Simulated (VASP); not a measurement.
Wanted: the native input for a VASP 6.6.1 run.

```
Task                   : single point
Functional             : PBEsol
Potentials or basis    : VASP PAW PBE potentials, release 64 (Zr_sv, V_sv, C)
Cutoff                 : 520 eV
k mesh                 : 6 × 6 × 6
Occupations            : gaussian, width 0.1 eV
Spin                   : collinear spin, typed start
Starting moments       : [0.0, 2.0, 0.0, 0.0] μB
Dipole correction      : no
Further INCAR settings : ALGO = Fast; EDIFF = 1e-07; NBANDS = 28
```

The structure of ZrVC2 lies in POSCAR:

```
ZrVC2
1.0
    1.5410892256      0.8897482793      5.0596230279
   -1.5410892256      0.8897482793      5.0596230279
    0.0000000000     -1.7794965585      5.0596230279
Zr V C
1 1 2
Direct
    0.0000000000      0.0000000000      0.0000000000
    0.5000000000      0.5000000000      0.5000000000
    0.7547232300      0.7547232300      0.7547232300
    0.2452767700      0.2452767700      0.2452767700
```

The cell comes from a database or a generator and needn't be the stable form of this composition.

The cell isn't the ideal one: Ta replaced by V, lengths x 0.979, strained and moved within the space group.

The input as run:

INCAR

```
SYSTEM = ZrVC2
PREC     = Accurate       ! precision mode
ENCUT    = 520            ! plane-wave cutoff, eV
EDIFF    = 1E-7           ! SCF threshold, eV
ISMEAR   = 0              ! smearing method
SIGMA    = 0.1            ! smearing width, eV
LREAL    = .False.        ! projectors in reciprocal space
LASPH    = .True.         ! aspherical terms in the spheres
NELM     = 150            ! most SCF steps
ALGO     = Fast           ! electronic algorithm
ISIF     = 2              ! what is computed and relaxed
LWAVE    = .False.        ! write WAVECAR
LCHARG   = .False.        ! write CHGCAR
ISPIN    = 2              ! spin polarisation
MAGMOM   = 0 2 0 0        ! initial moments
LORBIT   = 11             ! projections on sites
LMAXMIX  = 4              ! l up to which the mixer works
GGA      = PS             ! functional
NBANDS   = 28             ! bands
```

KPOINTS

```
Automatic mesh
0
Gamma
  6 6 6
  0 0 0
```

Potentials or basis: VASP PAW PBE potentials, release 64 (Zr_sv, V_sv, C).

Launch:

```sh
$ cat potpaw_PBE.64/Zr_sv/POTCAR potpaw_PBE.64/V_sv/POTCAR potpaw_PBE.64/C/POTCAR > POTCAR
$ mpirun -np 1 vasp_std > vasp.out
```

Results of the run:

```yaml
Pressure: 8.5 GPa
Largest_force: 1.530 eV/Å
Band_gap_on_the_k_mesh: none (metal or under the smearing width)
Net_moment: 0.00 μB per cell
Valence_electrons_inside_the_program's_atomic_spheres: Zr 10.17; V 11.60; C 2.40
```

Caveat: the k mesh is coarse (spacing up to 0.40 Å⁻¹), so the values aren't converged; the PAW data sets were made with another functional, which shifts forces and pressure a little.

Run time: 3.9 min on 1 thread of AMD EPYC 9R45 (Zen 5) (shared host), peak memory 0.3 GiB.
